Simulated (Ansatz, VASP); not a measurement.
## H4RuCl: VASP beside Ansatz

```
CELL_PARAMETERS angstrom
2.70449 0.00000 0.00000
0.00000 2.70449 0.00000
0.00000 0.00000 9.66005
ATOMIC_POSITIONS crystal
H 0.50000 0.00000 0.61927
H 0.00000 0.50000 0.38073
H 0.50000 0.00000 0.38073
H 0.00000 0.50000 0.61927
Ru 0.50000 0.50000 0.50000
Cl 0.00000 0.00000 0.00000
```

Change from the starting cell: species swapped into the Na4SeS type (P4/mmm, No. 123).

Alike in both runs: functional PBE; k mesh 4 × 4 × 4; occupations gaussian, width 0.1 eV; collinear spin.

Ansatz relaxed the structure, and its values are those at the end. VASP's run is a single point on that final structure, the one shown.

|  | VASP | Ansatz |
| --- | --- | --- |
| version | VASP 6.6.1 | Ansatz 0.2.0 |
| potentials or method | VASP PAW PBE potentials, release 64 (H, Ru_pv, Cl) | scalar-relativistic, plane waves, PAW |
| plane-wave cutoff (eV) | 520 | 420 |
| valence electrons in the cell | 25 | 27 |

|  | VASP | Ansatz | Ansatz less VASP |
| --- | --- | --- | --- |
| gap on the k mesh at the Fermi level (eV) | none | none | - |
| pressure (GPa) | -0.1 | 0.0 | +0.14 |
| net moment per atom (μB) | 0.12 | 0.12 | 0.000 |
| size of the moment on the site where the two differ most (μB) | 0.76 | 0.47 | -0.285 |

Site moments also hang on the region over which each program counts them. A gap of «none» marks a metal or a gap that the smearing closes. With one functional, cell and mesh, what is left measures potentials, basis and numerics. The two sets of potentials don't hold the same shells in valence.

Caveats: the k mesh is coarse (spacing up to 0.58 Å⁻¹), so the values aren't converged; this functional lacks dispersion, which binds the layers, so the pressure and a relaxed spacing across them are unreliable.
